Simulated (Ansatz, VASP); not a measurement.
One calculation of GaSeS2, two programs

Contents of INCAR:

```
SYSTEM = GaSeS2
PREC = Accurate
ENCUT = 600
EDIFF = 1E-6
ISMEAR = 0
SIGMA = 0.1
LREAL = .FALSE.
LASPH = .TRUE.
NELM = 60
ALGO = Normal
ISIF = 3
LWAVE = .FALSE.
LCHARG = .FALSE.
GGA = PE
IBRION = 2
NSW = 90
EDIFFG = -0.04
```

Contents of KPOINTS:

```
Automatic mesh
0
G
  4 4 4
  0 0 0
```

File POSCAR:

```
GaSeS2
1.0
    4.1822724100      0.0000000000      0.0000000000
    0.0000000000      4.1822724100      0.0000000000
    0.0000000000      0.0000000000      5.9026991400
Ga Se S
1 1 2
Direct
    0.0000000000      0.0000000000      0.0000000000
    0.5000000000      0.5000000000      0.5000000000
    0.0000000000      0.5000000000      0.2503911900
    0.5000000000      0.0000000000      0.7496088100
```

Input for Ansatz:

```yaml
crystal:
  lattice:
    - [4.18227241, 0.0, 0.0]
    - [0.0, 4.18227241, 0.0]
    - [0.0, 0.0, 5.90269914]
  atoms:
    - { symbol: Ga, position: [0.0, 0.0, 0.0] }
    - { symbol: Se, position: [0.5, 0.5, 0.5] }
    - { symbol: S, position: [0.0, 0.5, 0.25039119] }
    - { symbol: S, position: [0.5, 0.0, 0.74960881] }
basis:
  ecutwfc: 420
kpoints:
  mp_grid: { grid: [4, 4, 4] }
hamiltonian:
  xc: pbe
scf:
  occupations: { method: gaussian, width: 0.1 }
  lower_state_search: "off"
output:
  forces: true
  stress: true
  eigenvalues: true
relax:
  adjacent_minimum: "off"
  f_tol: 0.04
  max_steps: 70
  cell: { stress_tol: 0.4 }
```

Change from the starting cell: species swapped into the AlGaP2 type (P-4m2, No. 115).

Alike in both runs: task relaxation of cell and atoms; functional PBE; k mesh 4 × 4 × 4; occupations gaussian, width 0.1 eV; no spin polarisation.

|  | VASP | Ansatz |
| --- | --- | --- |
| version | VASP 6.6.1 | Ansatz 0.2.0 |
| potentials or method | VASP PAW PBE potentials, release 64 (Ga_d, Se, S) | scalar-relativistic, plane waves, PAW |
| plane-wave cutoff (eV) | 600 | 420 |
| valence electrons in the cell | 31 | 41 |

|  | VASP | Ansatz | Ansatz less VASP |
| --- | --- | --- | --- |
| gap on the k mesh at the Fermi level, each at its own relaxed structure (eV) | none | none | - |
| relaxed volume (Å³/atom) | 22.65 | 22.60 | -0.048 |
| relaxed cell length with the largest relative difference (Å) | 3.520 | 3.513 | -0.0068 |
| energy change over the relaxation (meV/atom) | -335 | -335 | -0.2 |

A gap of «none» marks a metal or a gap that the smearing closes. The two sets of potentials don't hold the same shells in valence.

Caveats: the k mesh is coarse (spacing up to 0.38 Å⁻¹), so the values aren't converged.
